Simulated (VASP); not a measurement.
# TiAu: convergence, energy along a vibration (SMASS = -2)

TiAu, Pm-3m (no. 221), atoms displaced along the mode, 2 atoms in the cell. PBEsol, energy along a line of displacements; PAW potentials Au, Ti_sv (PBE set). VASP 6.6.1.

Wanted: harmonic frequency within 1 %.

Space group without the displacement: Pm-3m (no. 221); Mode: optical mode at Gamma along x.

POSCAR of the starting run:
```
TiAu
1.0
    3.2540000000      0.0000000000      0.0000000000
    0.0000000000      3.2540000000      0.0000000000
    0.0000000000      0.0000000000      3.2540000000
Au Ti
1 1
Direct
   -0.0048065967      0.0000000000      0.0000000000
    0.5197785293      0.5000000000      0.5000000000

    0.0039101664   0.0000000000   0.0000000000
   -0.0160898336   0.0000000000   0.0000000000
```

The series start from k mesh: 6 × 6 × 6; Cutoff (eV): 360; Step along the mode (Å): 0.02; Electronic threshold (eV): 1e-7. Each series keeps the choices made before it, and each single choice may use up half of a tolerance.

## k mesh

| k mesh | Harmonic frequency (THz) | Time (s) |
|---|---|---|
| 3 × 3 × 3 | 4.008 | 15 |
| 4 × 4 × 4 | 3.275 | 23 |
| 5 × 5 × 5 | 4.282 | 32 |
| 6 × 6 × 6 | 4.212 | 48 |
| 7 × 7 × 7 | 3.834 | 65 |
| 9 × 9 × 9 | 4.041 | 128 |
| 12 × 12 × 12 (reference) | 3.937 | 305 |

Chosen: 12 × 12 × 12; the next looser run is off by more than half of the tolerance, so convergence isn't shown beyond this value.

## Cutoff (eV)

| Cutoff (eV) | Harmonic frequency (THz) | Time (s) |
|---|---|---|
| 200 | 4.095 | 91 |
| 240 | 3.987 | 108 |
| 280 | 3.939 | 230 |
| 320 | 3.921 | 277 |
| 360 | 3.937 | 305 |
| 420 (reference) | 3.917 | 344 |

Chosen: 320, the loosest value from which every tighter one stays within half of the tolerance.

## Electronic threshold (eV)

| Electronic threshold (eV) | Harmonic frequency (THz) | Time (s) |
|---|---|---|
| 0.001 | 3.904 | 167 |
| 0.0001 | 3.906 | 197 |
| 1e-5 | 3.906 | 233 |
| 1e-6 | 3.906 | 267 |
| 1e-7 | 3.906 | 342 |
| 1e-8 (reference) | 3.906 | 456 |

Chosen: 0.001.

Also changed on the way, by series that aren't shown: Step along the mode (Å): 0.08.

## All choices together

| Input | Harmonic frequency (THz) | Time (s) |
|---|---|---|
| defaults on a coarse mesh (naive) | 3.934 | 3.4 |
| chosen settings | 3.904 | 167 |
| reference settings throughout | 3.922 | 406 |

The chosen settings stay within the tolerance of the reference run, but the reference itself isn't shown to be converged in: k mesh.

## The input

INCAR:
```
GGA = PS
PREC = Accurate
ENCUT = 320
EDIFF = 0.001
ALGO = Normal
LREAL = F
LASPH = T
ISMEAR = 1
SIGMA = 0.15
ISYM = 0
LWAVE = F
LCHARG = F
IBRION = 0
SMASS = -2
POTIM = 1
NSW = 9
NELMIN = 4
IWAVPR = 11
KPAR = 2
```

KPOINTS:
```
Automatic mesh
0
Gamma
  12 12 12
  0 0 0
```

POSCAR:
```
TiAu
1.0
    3.2540000000      0.0000000000      0.0000000000
    0.0000000000      3.2540000000      0.0000000000
    0.0000000000      0.0000000000      3.2540000000
Au Ti
1 1
Direct
   -0.0192263868      0.0000000000      0.0000000000
    0.5791141172      0.5000000000      0.5000000000

    0.0156406657   0.0000000000   0.0000000000
   -0.0643593343   0.0000000000   0.0000000000
```

Commands:
```
cat potpaw_PBE.64/Au/POTCAR potpaw_PBE.64/Ti_sv/POTCAR > POTCAR
mpirun -np 2 vasp_std > vasp.out
```

The naive input happens to agree within the tolerance here, in 3.4 s.

Limits: NELMIN = 4 forces that many electronic steps, so a loose EDIFF looks better here than it is.

The chosen input took VASP 6.6.1 167 s on 2 cores (Intel Xeon Platinum 8375C @ 2.90GHz (Ice Lake)), a shared host.
